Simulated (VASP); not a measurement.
These are PBE GGA, VASP's PBE PAW potentials (set 64) (plane waves; VASP) values and carry that method's errors.

Input for VASP

KPOINTS:
```
Automatic mesh
0
Gamma
6 6 4
0 0 0
```

POSCAR:
```
SbAs
1
    4.2518410000     0.0000000000     0.0000000000
   -2.1259210000     3.6822020000     0.0000000000
    0.0000000000     0.0000000000     5.9260260000
As Sb
2 2
Direct
  0.0000000000   0.0000000000   0.0000000000
  0.0000000000   0.0000000000   0.5000000000
  0.3333330000   0.6666670000   0.2500000000
  0.6666670000   0.3333330000   0.7500000000
```

**INCAR**
```
! general
SYSTEM  = SbAs
PREC    = Accurate
ENCUT   = 400   ! plane-wave cut-off (eV)
LREAL   = .False.
LASPH   = .True.   ! aspherical one-centre terms

! electronic loop
EDIFF   = 1E-6   ! SCF stop (eV)
NELM    = 100   ! most electronic steps
ALGO    = Normal
LMAXMIX = 4   ! l cut-off of mixed one-centre charges

! smearing
ISMEAR  = 0
SIGMA   = 0.05

! functional
GGA     = PE

! ions
ISIF    = 2

! output
LWAVE   = .False.
LCHARG  = .False.
```

POTCAR, in this order: As Sb (PBE.64 set). Program: vasp_std.

What VASP printed:

### OUTCAR
```
 ion  position               nearest neighbor table
   1  0.000  0.000  0.000-   3 2.87   4 2.87   3 2.87   4 2.87   4 2.87   3 2.87
   2  0.000  0.000  0.500-   3 2.87   4 2.87   3 2.87   4 2.87   4 2.87   3 2.87
   3  0.333  0.667  0.250-   1 2.87   2 2.87   1 2.87   2 2.87   1 2.87   2 2.87
   4  0.667  0.333  0.750-   1 2.87   2 2.87   1 2.87   2 2.87   1 2.87   2 2.87
  LATTYP: Found a hexagonal cell.
 ALAT       =     4.2518410000
 C/A-ratio  =     1.3937553168
 Subroutine PRICEL returns:
 Original cell was already a primitive cell.
 Subroutine GETGRP returns: Found 24 space group operations
The static configuration has the point symmetry D_3d.
 The point group associated with its full space group is D_6h.
The dynamic configuration has the point symmetry D_3d.
 Subroutine INISYM returns: Found 24 space group operations
 Subroutine IBZKPT returns following result:
 Found     21 irreducible k-points:

 Following reciprocal coordinates:
            Coordinates               Weight
  0.000000  0.000000  0.000000      1.000000
  0.166667  0.000000  0.000000      6.000000
  0.333333  0.000000  0.000000      6.000000
  0.500000  0.000000  0.000000      3.000000
  0.166667  0.166667  0.000000      6.000000
  0.333333  0.166667  0.000000     12.000000
  0.333333  0.333333  0.000000      2.000000
  0.000000  0.000000  0.250000      2.000000
  0.166667  0.000000  0.250000     12.000000
  0.333333  0.000000  0.250000     12.000000
  0.500000  0.000000  0.250000      6.000000
  0.166667  0.166667  0.250000     12.000000
  0.333333  0.166667  0.250000     24.000000
  0.333333  0.333333  0.250000      4.000000
  0.000000  0.000000  0.500000      1.000000
  0.166667  0.000000  0.500000      6.000000
  0.333333  0.000000  0.500000      6.000000
  0.500000  0.000000  0.500000      3.000000
  0.166667  0.166667  0.500000      6.000000
  0.333333  0.166667  0.500000     12.000000
...
```

### OSZICAR
```
       N       E                     dE             d eps       ncg     rms          rms(c)
DAV:   1     0.765041616876E+02    0.76504E+02   -0.65496E+03   588   0.962E+02
DAV:   2    -0.103851713053E+02   -0.86889E+02   -0.84788E+02   732   0.167E+02
DAV:   3    -0.160922696851E+02   -0.57071E+01   -0.54437E+01   790   0.438E+01
DAV:   4    -0.162080015592E+02   -0.11573E+00   -0.10953E+00   690   0.596E+00
DAV:   5    -0.162104122173E+02   -0.24107E-02   -0.23676E-02   772   0.772E-01    0.483E+00
DAV:   6    -0.161214938325E+02    0.88918E-01   -0.28813E-01   710   0.224E+00    0.297E+00
DAV:   7    -0.161163453160E+02    0.51485E-02   -0.30287E-02   684   0.100E+00    0.852E-01
DAV:   8    -0.161151911225E+02    0.11542E-02   -0.29092E-03   726   0.303E-01    0.114E-01
DAV:   9    -0.161152087150E+02   -0.17593E-04   -0.56555E-04   696   0.146E-01    0.707E-02
DAV:  10    -0.161152059490E+02    0.27661E-05   -0.19766E-05   732   0.303E-02    0.340E-02
DAV:  11    -0.161152060824E+02   -0.13346E-06   -0.26925E-05   682   0.274E-02    0.733E-03
DAV:  12    -0.161152056382E+02    0.44424E-06   -0.34377E-06   502   0.110E-02
   1 F= -.16115206E+02 E0= -.16111934E+02  d E =-.654410E-02
```

OUTCAR:
```
------------------------ aborting loop because EDIFF is reached ----------------------------------------
  FORCE on cell =-STRESS in cart. coord.  units (eV):
  Direction    XX          YY          ZZ          XY          YZ          ZX
  --------------------------------------------------------------------------------------
  Total        3.8471274      3.8471267      8.7623555     -0.0000005      0.0000000      0.0000000
  in kB       66.4353112     66.4352997    151.3154498     -0.0000090      0.0000000      0.0000000
  external PRESSURE =      94.7286869 kB  Pullay stress =       0.0000000 kB
  volume of cell :       92.78
      direct lattice vectors                 reciprocal lattice vectors
     4.251841000  0.000000000  0.000000000     0.235192238  0.135788346  0.000000000
    -2.125921000  3.682202000  0.000000000     0.000000000  0.271576627  0.000000000
     0.000000000  0.000000000  5.926026000     0.000000000  0.000000000  0.168747150
 POSITION                                       TOTAL-FORCE (eV/Angst)
 -----------------------------------------------------------------------------------
      0.00000      0.00000      0.00000         0.000000      0.000000     -0.000000
      0.00000      0.00000      2.96301         0.000000      0.000000     -0.000000
     -0.00000      2.45480      1.48151        -0.000000      0.000000      0.000000
      2.12592      1.22740      4.44452         0.000000     -0.000000      0.000000
 -----------------------------------------------------------------------------------
    total drift:                               -0.000000      0.000000      0.000000
  FREE ENERGIE OF THE ION-ELECTRON SYSTEM (eV)
  ---------------------------------------------------
  free  energy   TOTEN  =       -16.1152056382 eV

  energy  without entropy=      -16.1086615400  energy(sigma->0) =      -16.11193359
```
(Selected blocks of OUTCAR.)

The structure was generated: SbAs was put into the NiAs type (P6_3/mmc), which need not be its known phase. The cell was not relaxed at this level.
